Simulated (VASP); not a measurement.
# ScPd under strain, part 3 of 4

How does the pressure of ScPd answer to a change of volume? The bands are shown for each cell. All runs use PBEsol. Left out of this account: 1 further run (self-consistent run: a reference on another mesh). The start is a cell from a database of measured crystal structures.

VASP 6.6.1; PBEsol; plane waves and PAW (Sc_sv, Pd).

Still holding for the runs below: This run has no spin polarisation. Its electron count is odd, so without a moment it is a metal by construction. Spin-orbit coupling is off here; it would split degenerate levels.

So far, pressure (GPa): step 2 (bands, cell as listed) -1.70; step 3 (cell volume +4.0 %) -5.94; step 4 (cell volume +8.0 %) -9.32; step 5 (bands, sheared, principal strains -2.9, -0.0, +3.0 %) -1.79.

## Step 6: Bands, volume times 0.96

The cell is compressed evenly, with fractional positions held.

Input file INCAR:

```
SYSTEM = ScPd
PREC = Accurate
ENCUT = 400
EDIFF = 1E-06
NELM = 100
ISMEAR = -1
SIGMA = 0.05
LREAL = .FALSE.
ALGO = Normal
GGA = PS
NBANDS = 22
LASPH = .TRUE.
LORBIT = 11
LWAVE = .FALSE.
LCHARG = .FALSE.
KPAR = 2
```

Input file POSCAR:

```
ScPd
1.0
    3.2386296960      0.0000000000      0.0000000000
    0.0000000000      3.2386296960      0.0000000000
    0.0000000000      0.0000000000      3.2386296960
Sc Pd
1 1
Direct
    0.5000000000      0.5000000000      0.5000000000
    0.0000000000      0.0000000000      0.0000000000
```

Input file KPOINTS:

```
Automatic mesh
0
Gamma
12 12 12
0 0 0
```

Input file KPOINTS_OPT:

```
Line mode
16
Line-mode
Reciprocal
  0.00000000   0.00000000   0.00000000 GAMMA
  0.00000000   0.50000000   0.00000000 X

  0.00000000   0.50000000   0.00000000 X
  0.50000000   0.50000000   0.00000000 M

  0.50000000   0.50000000   0.00000000 M
  0.00000000   0.00000000   0.00000000 GAMMA

  0.00000000   0.00000000   0.00000000 GAMMA
  0.50000000   0.50000000   0.50000000 R

  0.50000000   0.50000000   0.50000000 R
  0.00000000   0.50000000   0.00000000 X

  0.50000000   0.50000000   0.00000000 M
  0.50000000   0.50000000   0.50000000 R
```

PAW data sets: Sc_sv and Pd (PBE family, release 64).

Run with:

```
$ mpirun -np 2 vasp_std
```

Log:

```text
[... set-up lines as in an earlier step ...]
 entering main loop
       N       E                     dE             d eps       ncg     rms          rms(c)
DAV:   1     0.159475414576E+03    0.15948E+03   -0.85535E+03  3808   0.799E+02
DAV:   2    -0.110087720186E+02   -0.17048E+03   -0.16293E+03  3780   0.282E+02
DAV:   3    -0.156827927415E+02   -0.46740E+01   -0.46382E+01  4456   0.586E+01
DAV:   4    -0.157753356190E+02   -0.92543E-01   -0.92500E-01  4502   0.682E+00
DAV:   5    -0.157801874225E+02   -0.48518E-02   -0.48516E-02  5350   0.161E+00    0.923E+00
DAV:   6    -0.145405469960E+02    0.12396E+01   -0.13142E+00  5026   0.150E+01    0.356E+00
DAV:   7    -0.143634276913E+02    0.17712E+00   -0.53976E-01  5392   0.636E+00    0.993E-01
DAV:   8    -0.143456117818E+02    0.17816E-01   -0.56230E-02  5598   0.188E+00    0.570E-01
DAV:   9    -0.143407643547E+02    0.48474E-02   -0.18443E-02  4058   0.179E+00    0.259E-01
DAV:  10    -0.143398889434E+02    0.87541E-03   -0.50293E-03  4672   0.851E-01    0.689E-02
DAV:  11    -0.143397723291E+02    0.11661E-03   -0.44022E-04  5452   0.242E-01    0.139E-02
DAV:  12    -0.143397718532E+02    0.47587E-06   -0.97825E-06  4422   0.237E-02
   1 F= -.14339772E+02 E0= -.14333772E+02  d E =-.120004E-01
 Start KPOINTS_OPT (optional k-point list driver)
k-point batch [1-84\96]
       N       E                     dE             ncg
DAV:   1     0.163026058809E+04   -0.41217E+05     3768
DAV:   2    -0.124654243115E+05   -0.14096E+05     3798
DAV:   3    -0.128436284066E+05   -0.37820E+03     4296
DAV:   4    -0.128516019342E+05   -0.79735E+01     4614
DAV:   5    -0.128520485184E+05   -0.44658E+00     5210
DAV:   6    -0.128520530502E+05   -0.45319E-02     4604
DAV:   7    -0.128520531453E+05   -0.95027E-04     5062
DAV:   8    -0.128520531460E+05   -0.72162E-06     2606
k-point batch [85-96\96]
       N       E                     dE             ncg
DAV:   1     0.412461826269E+05   -0.96585E+04      544
DAV:   2     0.392510074591E+05   -0.19952E+04      570
DAV:   3     0.391980943749E+05   -0.52913E+02      560
DAV:   4     0.391969617621E+05   -0.11326E+01      650
DAV:   5     0.391969003983E+05   -0.61364E-01      740
DAV:   6     0.391969000161E+05   -0.38224E-03      644
DAV:   7     0.391969000063E+05   -0.97642E-05      688
DAV:   8     0.391969000062E+05   -0.87981E-07      280
```

Wall time 14 s (2 MPI ranks of AMD EPYC 9R45, shared host); peak memory 0.32 GiB; 27 s of CPU time.

Parts of OUTCAR (step 6):

```text
   ENCUT  =  400.0 eV  29.40 Ry    5.42 a.u.   5.28  5.28  5.28*2*pi/ulx,y,z

   NELECT =      21.0000    total number of electrons

 E-fermi :   7.7573

 k-point     1 :       0.0000    0.0000    0.0000
  band No.  band energies     occupation
    ...
      6       2.8059      2.00000
      7       2.8059      2.00000
      8       4.7816      2.00000
      9       4.7816      2.00000
     10       4.7816      2.00000
     11       8.9678      0.00000
     12       8.9678      0.00000
     13      11.1951      0.00000
     14      11.1951      0.00000
     15      11.1951      0.00000
    ...

  Total        0.7472723      0.7472723      0.7472723      0.0000000      0.0000000      0.0000000
  in kB       35.2456537     35.2456537     35.2456537      0.0000000      0.0000000      0.0000000
  external PRESSURE =      35.2456537 kB  Pullay stress =       0.0000000 kB

 POSITION                                       TOTAL-FORCE (eV/Angst)
 -----------------------------------------------------------------------------------
      1.61931      1.61931      1.61931         0.000000      0.000000      0.000000
      0.00000      0.00000      0.00000         0.000000      0.000000      0.000000
 -----------------------------------------------------------------------------------
    total drift:                                0.000000      0.000000     -0.000000

  FREE ENERGIE OF THE ION-ELECTRON SYSTEM (eV)
  ---------------------------------------------------
  free  energy   TOTEN  =       -14.3397718532 eV

  energy  without entropy=      -14.3277714828  energy(sigma->0) =      -14.33377167

[... 4 parts as in an earlier step ...]

[... 12 further parts left out ...]
```

This step gave:

```yaml
scf_cycles: 12
irreducible_k_points: 84
symmetry_operations: 48
fermi_energy: 7.757 eV
pressure: 3.525 GPa
```

Electronic bands along the path, in eV, zero at the Fermi level; # counts the bands kept, so #1 is VASP's band 5:

| point | #3 | #4 | #5 | #6 | #7 | #8 | #9 | #10 |
| --- | --- | --- | --- | --- | --- | --- | --- | --- |
| Γ | -4.95 | -2.98 | -2.98 | -2.98 | 1.21 | 1.21 | 3.44 | 3.44 |
| 0.53 of the way | -4.30 | -3.15 | -3.15 | -2.82 | 0.56 | 1.04 | 2.08 | 2.08 |
| X | -3.27 | -3.27 | -3.13 | -2.67 | -0.68 | -0.04 | 1.36 | 1.36 |
| 0.53 of the way | -3.58 | -3.39 | -3.28 | -1.13 | -0.92 | 1.06 | 1.54 | 2.48 |
| M | -3.82 | -3.82 | -2.04 | -0.56 | 0.66 | 0.66 | 1.72 | 3.28 |
| 0.53 of the way | -3.99 | -3.36 | -3.22 | -2.97 | 0.87 | 1.19 | 1.37 | 2.11 |
| Γ | -4.95 | -2.98 | -2.98 | -2.98 | 1.21 | 1.21 | 3.44 | 3.44 |
| 0.53 of the way | -3.76 | -3.57 | -3.57 | -3.30 | 0.98 | 0.98 | 2.24 | 2.24 |
| R | -4.14 | -1.99 | -1.99 | -1.23 | -1.23 | -1.23 | 3.85 | 3.85 |
| 0.47 of the way | -3.81 | -3.53 | -3.42 | -1.05 | -0.92 | 0.64 | 2.00 | 3.13 |
| X | -3.27 | -3.27 | -3.13 | -2.67 | -0.68 | -0.04 | 1.36 | 1.36 |
| jump to M | -3.82 | -3.82 | -2.04 | -0.56 | 0.66 | 0.66 | 1.72 | 3.28 |
| 0.53 of the way | -4.01 | -3.71 | -2.01 | -0.62 | -0.60 | -0.60 | 2.65 | 3.82 |
| R | -4.14 | -1.99 | -1.99 | -1.23 | -1.23 | -1.23 | 3.85 | 3.85 |

Of the projections kept (Sc, Pd), the largest for each band there; the rest of the weight can lie on other orbitals:

| point | #3 | #4 | #5 | #6 | #7 | #8 | #9 | #10 |
| --- | --- | --- | --- | --- | --- | --- | --- | --- |
| Γ | Pd 0.87 | Pd 0.94 | Pd 0.94 | Pd 0.94 | Sc 0.76 | Sc 0.76 | Sc 0.92 | Sc 0.92 |
| X | Pd 0.98 | Pd 0.98 | Sc 0.59 | Pd 1.00 | Pd 0.92 | Sc 1.00 | Sc 0.91 | Sc 0.91 |
| M | Pd 0.88 | Pd 0.88 | Pd 1.00 | Pd 0.67 | Pd 0.62 | Pd 0.62 | Sc 0.77 | Sc 0.82 |
| Γ | Pd 0.87 | Pd 0.94 | Pd 0.94 | Pd 0.94 | Sc 0.76 | Sc 0.76 | Sc 0.92 | Sc 0.92 |
| R | Pd 0.93 | Pd 1.00 | Pd 1.00 | Sc 0.70 | Sc 0.70 | Sc 0.70 | Sc 1.00 | Sc 1.00 |
| X | Pd 0.98 | Pd 0.98 | Sc 0.59 | Pd 1.00 | Pd 0.92 | Sc 1.00 | Sc 0.91 | Sc 0.91 |

 The pressure is 3.52 GPa.

Between step 2 and this run (cell volume -4.0 %) the value for the pressure moves from -1.70 GPa to 3.52 GPa.

## Step 7: Bands, volume times 0.92

The cell is scaled evenly once more. A prediction first. A parabola through the 4 pressures of evenly scaled cells so far, P = -1.70 -117.8 t +245 t² GPa with t = ln(V/V₁) and V₁ the volume at scale 1, gives 9.83 GPa at t = -0.0834.

INCAR is that of step 6.

Input file POSCAR:

```
ScPd
1.0
    3.1930091165      0.0000000000      0.0000000000
    0.0000000000      3.1930091165      0.0000000000
    0.0000000000      0.0000000000      3.1930091165
Sc Pd
1 1
Direct
    0.5000000000      0.5000000000      0.5000000000
    0.0000000000      0.0000000000      0.0000000000
```

KPOINTS is that of step 6.

KPOINTS_OPT is that of step 6.

Run with:

```
$ mpirun -np 2 vasp_std
```

Log:

```text
[... set-up lines as in an earlier step ...]
 entering main loop
       N       E                     dE             d eps       ncg     rms          rms(c)
DAV:   1     0.164214953467E+03    0.16421E+03   -0.84116E+03  3792   0.803E+02
DAV:   2    -0.108342382728E+02   -0.17505E+03   -0.16759E+03  3788   0.287E+02
DAV:   3    -0.155579152157E+02   -0.47237E+01   -0.46903E+01  4434   0.593E+01
DAV:   4    -0.156476692317E+02   -0.89754E-01   -0.89718E-01  4632   0.669E+00
DAV:   5    -0.156520226210E+02   -0.43534E-02   -0.43533E-02  5240   0.151E+00    0.999E+00
DAV:   6    -0.144744756735E+02    0.11775E+01   -0.12192E+00  5160   0.147E+01    0.383E+00
DAV:   7    -0.142959206944E+02    0.17855E+00   -0.48241E-01  5658   0.639E+00    0.881E-01
DAV:   8    -0.142837021163E+02    0.12219E-01   -0.36939E-02  5652   0.149E+00    0.556E-01
DAV:   9    -0.142788917187E+02    0.48104E-02   -0.14850E-02  4070   0.163E+00    0.244E-01
DAV:  10    -0.142782250831E+02    0.66664E-03   -0.34936E-03  4668   0.723E-01    0.564E-02
DAV:  11    -0.142781525470E+02    0.72536E-04   -0.27289E-04  5502   0.192E-01    0.104E-02
DAV:  12    -0.142781524128E+02    0.13422E-06   -0.63555E-06  4222   0.182E-02
   1 F= -.14278152E+02 E0= -.14271844E+02  d E =-.126164E-01
 Start KPOINTS_OPT (optional k-point list driver)
k-point batch [1-84\96]
       N       E                     dE             ncg
DAV:   1     0.231667673764E+04   -0.41456E+05     3848
DAV:   2    -0.117160436589E+05   -0.14033E+05     3738
DAV:   3    -0.120775875816E+05   -0.36154E+03     4392
DAV:   4    -0.120848003490E+05   -0.72128E+01     4502
DAV:   5    -0.120851917034E+05   -0.39135E+00     5448
DAV:   6    -0.120851942611E+05   -0.25577E-02     4438
DAV:   7    -0.120851943317E+05   -0.70566E-04     5240
DAV:   8    -0.120851943322E+05   -0.51974E-06     2604
k-point batch [85-96\96]
       N       E                     dE             ncg
DAV:   1     0.412030038346E+05   -0.94335E+04      536
DAV:   2     0.390999190031E+05   -0.21031E+04      558
DAV:   3     0.390375963594E+05   -0.62323E+02      552
DAV:   4     0.390362998968E+05   -0.12965E+01      640
DAV:   5     0.390362285654E+05   -0.71331E-01      752
DAV:   6     0.390362276368E+05   -0.92866E-03      668
DAV:   7     0.390362276248E+05   -0.11955E-04      672
DAV:   8     0.390362276247E+05   -0.83026E-07      288
```

Wall time 14 s (2 MPI ranks); peak memory 0.31 GiB.

From OUTCAR (step 7):

```text
   ENCUT  =  400.0 eV  29.40 Ry    5.42 a.u.   5.21  5.21  5.21*2*pi/ulx,y,z

   NELECT =      21.0000    total number of electrons

 E-fermi :   8.2597

 k-point     1 :       0.0000    0.0000    0.0000
  band No.  band energies     occupation
    ...
      6       3.0247      2.00000
      7       3.0247      2.00000
      8       5.1458      2.00000
      9       5.1458      2.00000
     10       5.1458      2.00000
     11       9.5128      0.00000
     12       9.5128      0.00000
     13      11.8686      0.00000
     14      11.8686      0.00000
     15      11.8686      0.00000
    ...

  Total        2.0387093      2.0387093      2.0387093      0.0000000      0.0000000     -0.0000000
  in kB      100.3379924    100.3379924    100.3379924      0.0000000      0.0000000     -0.0000000
  external PRESSURE =     100.3379924 kB  Pullay stress =       0.0000000 kB

 POSITION                                       TOTAL-FORCE (eV/Angst)
 -----------------------------------------------------------------------------------
      1.59650      1.59650      1.59650         0.000000      0.000000      0.000000
      0.00000      0.00000      0.00000         0.000000      0.000000      0.000000
 -----------------------------------------------------------------------------------
    total drift:                                0.000000      0.000000     -0.000000

  FREE ENERGIE OF THE ION-ELECTRON SYSTEM (eV)
  ---------------------------------------------------
  free  energy   TOTEN  =       -14.2781524128 eV

  energy  without entropy=      -14.2655360442  energy(sigma->0) =      -14.27184423

[... 4 parts as in an earlier step ...]

[... 12 further parts left out ...]
```

This step gave:

```
free energy (TOTEN)     : -14.28 eV
energy at zero smearing : -14.27 eV
Fermi energy            : 8.260 eV
pressure                : 10.03 GPa
```

Electronic bands along the path, in eV, zero at the Fermi level; # counts the bands kept, so #1 is VASP's band 5:

| point | #3 | #4 | #5 | #6 | #7 | #8 | #9 | #10 |
| --- | --- | --- | --- | --- | --- | --- | --- | --- |
| Γ | -5.24 | -3.11 | -3.11 | -3.11 | 1.25 | 1.25 | 3.61 | 3.61 |
| 0.47 of the way | -4.67 | -3.26 | -3.26 | -2.98 | 0.68 | 1.22 | 2.37 | 2.37 |
| X | -3.42 | -3.42 | -3.22 | -2.79 | -0.64 | -0.12 | 1.38 | 1.38 |
| 0.47 of the way | -3.70 | -3.68 | -3.43 | -1.47 | -0.90 | 0.86 | 1.64 | 2.38 |
| M | -4.01 | -4.01 | -2.11 | -0.56 | 0.71 | 0.71 | 1.80 | 3.45 |
| 0.47 of the way | -3.90 | -3.62 | -3.22 | -3.22 | 0.80 | 1.23 | 1.27 | 2.23 |
| Γ | -5.24 | -3.11 | -3.11 | -3.11 | 1.25 | 1.25 | 3.61 | 3.61 |
| 0.47 of the way | -4.09 | -3.73 | -3.73 | -3.45 | 1.18 | 1.18 | 2.26 | 2.29 |
| R | -4.32 | -2.06 | -2.06 | -1.34 | -1.34 | -1.34 | 4.04 | 4.04 |
| 0.47 of the way | -4.00 | -3.72 | -3.55 | -1.07 | -0.96 | 0.65 | 2.07 | 3.28 |
| X | -3.42 | -3.42 | -3.22 | -2.79 | -0.64 | -0.12 | 1.38 | 1.38 |
| jump to M | -4.01 | -4.01 | -2.11 | -0.56 | 0.71 | 0.71 | 1.80 | 3.45 |
| 0.47 of the way | -4.16 | -4.16 | -2.09 | -0.60 | -0.46 | -0.46 | 2.55 | 3.99 |
| R | -4.32 | -2.06 | -2.06 | -1.34 | -1.34 | -1.34 | 4.04 | 4.04 |

Of the projections kept (Sc, Pd), the largest for each band there; the rest of the weight can lie on other orbitals:

| point | #3 | #4 | #5 | #6 | #7 | #8 | #9 | #10 |
| --- | --- | --- | --- | --- | --- | --- | --- | --- |
| Γ | Pd 0.87 | Pd 0.94 | Pd 0.94 | Pd 0.94 | Sc 0.76 | Sc 0.76 | Sc 0.92 | Sc 0.92 |
| X | Pd 0.98 | Pd 0.98 | Sc 0.59 | Pd 1.00 | Pd 0.92 | Sc 1.00 | Sc 0.90 | Sc 0.90 |
| M | Pd 0.87 | Pd 0.87 | Pd 1.00 | Pd 0.67 | Pd 0.62 | Pd 0.62 | Sc 0.77 | Sc 0.81 |
| Γ | Pd 0.87 | Pd 0.94 | Pd 0.94 | Pd 0.94 | Sc 0.76 | Sc 0.76 | Sc 0.92 | Sc 0.92 |
| R | Pd 0.93 | Pd 1.00 | Pd 1.00 | Sc 0.69 | Sc 0.69 | Sc 0.69 | Sc 1.00 | Sc 1.00 |
| X | Pd 0.98 | Pd 0.98 | Sc 0.59 | Pd 1.00 | Pd 0.92 | Sc 1.00 | Sc 0.90 | Sc 0.90 |

 The pressure is 10.03 GPa. The parabola predicted 9.83 GPa, -0.20 GPa off.

(Part 3 of 4 ends here.)

[Lines on the potential files, build, host, timing and source positions are cut from VASP's logs without a mark.]

[Logs are printed without paths, hosts, clocks, repeated set-up lines and the standing remarks that a program may print on its own settings, such as how far it seeks lower states.]

[Hosts, paths, dates, database ids (printed as entryN), source tags and the programs' standing remarks are cut or masked in the printed files.]

[A measured line is paired with the nearest computed mode of its activity, which favours agreement.]
